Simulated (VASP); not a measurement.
Level of theory: PBEsol GGA, VASP's PBE PAW potentials (set 64) (plane waves; VASP).

Input for VASP

### INCAR
```
! general
SYSTEM = C
PREC   = Accurate
ENCUT  = 520
LREAL  = .FALSE.
LASPH  = .TRUE.
ICHARG = 11

! electronic loop
EDIFF  = 1E-7
NELM   = 100
ALGO   = Normal

! smearing
ISMEAR = 0
SIGMA  = 0.05

! functional
GGA    = PS

! output
LWAVE  = .FALSE.
LCHARG = .FALSE.
LORBIT = 11
```

File POSCAR:
```
C
1.778330
  0.0000000000   0.9999998545   0.9999998545
  0.9999998545   0.0000000000   0.9999998545
  0.9999998545   0.9999998545   0.0000000000
C
2
Cart
  0.0000000000   0.0000000000   0.0000000000
  0.4999999273   0.4999999273   0.4999999273
```

### KPOINTS
```
k-points along high-symmetry lines
15
Line-mode
Reciprocal
  0.000000   0.000000   0.000000 ! GAMMA
  0.500000   0.000000   0.500000 ! X

  0.500000   0.000000   0.500000 ! X
  0.625000   0.250000   0.625000 ! U

  0.375000   0.375000   0.750000 ! K
  0.000000   0.000000   0.000000 ! GAMMA

  0.000000   0.000000   0.000000 ! GAMMA
  0.500000   0.500000   0.500000 ! L

  0.500000   0.500000   0.500000 ! L
  0.500000   0.250000   0.750000 ! W

  0.500000   0.250000   0.750000 ! W
  0.500000   0.000000   0.500000 ! X
```

POTCAR, in this order: C (PBE.64 set). Program: vasp_std. Read from the step before: CHGCAR.

Output

OSZICAR:
```
       N       E                     dE             d eps       ncg     rms          rms(c)
DAV:   1     0.270121203358E+01    0.27012E+01   -0.50509E+03  1504   0.990E+02
DAV:   2    -0.164311536277E+02   -0.19132E+02   -0.17143E+02  2216   0.105E+02
DAV:   3    -0.166009786963E+02   -0.16983E+00   -0.16983E+00  1600   0.118E+01
DAV:   4    -0.166023238076E+02   -0.13451E-02   -0.13451E-02  2088   0.468E-01
DAV:   5    -0.166023240331E+02   -0.22550E-06   -0.22542E-06  1576   0.701E-03
DAV:   6    -0.166023240335E+02   -0.38733E-09   -0.38606E-09  2008   0.264E-04
   1 F= -.16602324E+02 E0= -.16602324E+02  d E =-.109465E-10
```

### OUTCAR
```
 val. band max:        9.8327161712   @ k =   0.0000   0.0000   0.0000

 cond. band min:      13.8577486675   @ k =   0.3571   0.0000   0.3571



 k-point     1 :       0.0000    0.0000    0.0000
  band No.  band energies     occupation
      1     -11.8038      2.00000
      2       9.8327      2.00000
      3       9.8327      2.00000
      4       9.8327      2.00000
      5      15.3952      0.00000
      6      15.3952      0.00000
      7      15.3952      0.00000
      8      23.3954      0.00000

 k-point     2 :       0.0357    0.0000    0.0357
  band No.  band energies     occupation
      1     -11.7563      2.00000
      2       9.6320      2.00000
      3       9.6320      2.00000
      4       9.7171      2.00000
      5      15.3558      0.00000
      6      15.6366      0.00000
      7      15.6366      0.00000
      8      23.4284      0.00000

 k-point     3 :       0.0714    0.0000    0.0714
  band No.  band energies     occupation
      1     -11.6137      2.00000
      2       9.1166      2.00000
      3       9.1166      2.00000
      4       9.3803      2.00000
      5      15.2431      0.00000
      6      16.2743      0.00000
      7      16.2743      0.00000
      8      23.4843      0.00000

 k-point     4 :       0.1071    0.0000    0.1071
  band No.  band energies     occupation
      1     -11.3766      2.00000
      2       8.4382      2.00000
      3       8.4382      2.00000
      4       8.8470      2.00000
      5      15.0711      0.00000
      6      17.1535      0.00000
      7      17.1535      0.00000
      8      23.4283      0.00000

 k-point     5 :       0.1429    0.0000    0.1429
  band No.  band energies     occupation
      1     -11.0455      2.00000
      2       7.7041      2.00000
      3       7.7041      2.00000
      4       8.1480      2.00000
      5      14.8597      0.00000
      6      18.1647      0.00000
      7      18.1647      0.00000
      8      23.0610      0.00000
...
```

The density is held fixed in this step, so its total energy and stress have no physical meaning.

The compound is C in the diamond structure. It was relaxed first.
